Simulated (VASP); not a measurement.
The input files of a VASP run:

### INCAR
```
ALGO = Normal
EDIFF = 1E-6
EDIFFG = -0.01
ENCUT = 300
GGA = PE
IBRION = 2
ISIF = 3
ISMEAR = -1
LASPH = .True.
LCHARG = .False.
LMAXMIX = 4
LREAL = .False.
LWAVE = .False.
NELM = 100
NSW = 50
PREC = Accurate
SIGMA = 0.1
SYSTEM = CdSe
```

**KPOINTS**
```
K-points
0
G
 5 5 3
0 0 0
```

POSCAR:
```
CdSe
1.0
  4.0149250000   0.0000000000   0.0000000000
  0.0000000000   4.0149250000   0.0000000000
  0.0000000000   0.0000000000   7.0695070000
Cd Se
2 2
direct
  0.0000000000   0.5000000000   0.0000000000
  0.5000000000   0.0000000000   0.5000000000
  0.0000000000   0.0000000000   0.2500000000
  0.0000000000   0.0000000000   0.7500000000
```

POTCAR, in this order: Cd Se (PBE.64 set). Program: vasp_std.

Write an equivalent input for Quantum ESPRESSO's pw.x.

One equivalent input (not run):
```
&CONTROL
  calculation = 'vc-relax'
  pseudo_dir = './pseudo'
  outdir = './out'
  tprnfor = .true.
  tstress = .true.
  nstep = 50
  forc_conv_thr = 0.00039
/
&SYSTEM
  ibrav = 0
  nat = 4
  ntyp = 2
  ecutwfc = 102
  occupations = 'smearing'
  smearing = 'fermi-dirac'
  degauss = 0.00735
  input_dft = 'pbe'
/
&ELECTRONS
  conv_thr = 7.3e-08
  electron_maxstep = 100
/
&IONS
/
&CELL
/
ATOMIC_SPECIES
  Cd 112.414 Cd.upf
  Se 78.971 Se.upf
CELL_PARAMETERS angstrom
     4.0149250    0.0000000    0.0000000
     0.0000000    4.0149250    0.0000000
     0.0000000    0.0000000    7.0695070
ATOMIC_POSITIONS crystal
  Cd   0.0000000  0.5000000  0.0000000
  Cd   0.5000000  0.0000000  0.5000000
  Se   0.0000000  0.0000000  0.2500000
  Se   0.0000000  0.0000000  0.7500000
K_POINTS automatic
  5 5 3 0 0 0
```
Limits of the translation: the potentials are each code's own (VASP's PAW set, PseudoDojo norm-conserving files in pw.x), so ENCUT and ecutwfc are chosen apart and not converted; conv_thr bounds pw.x's estimated SCF error, while EDIFF bounds the energy change between steps; forc_conv_thr acts on force components and is met together with etot_conv_thr.

The structure was generated: CdSe was put into an ordered model structure, which need not be its known phase. This run relaxes it. Symmetry was kept, so distortions that lower it aren't found. The k-mesh is coarse (spacing up to 0.31 per Å, 2π included), so the numbers may not be converged in it. The run is one of a series of settings (EDIFFG = -0.01, IBRION = 2, ISIF = 3, NSW = 50 against the base run), some of them coarse on purpose.
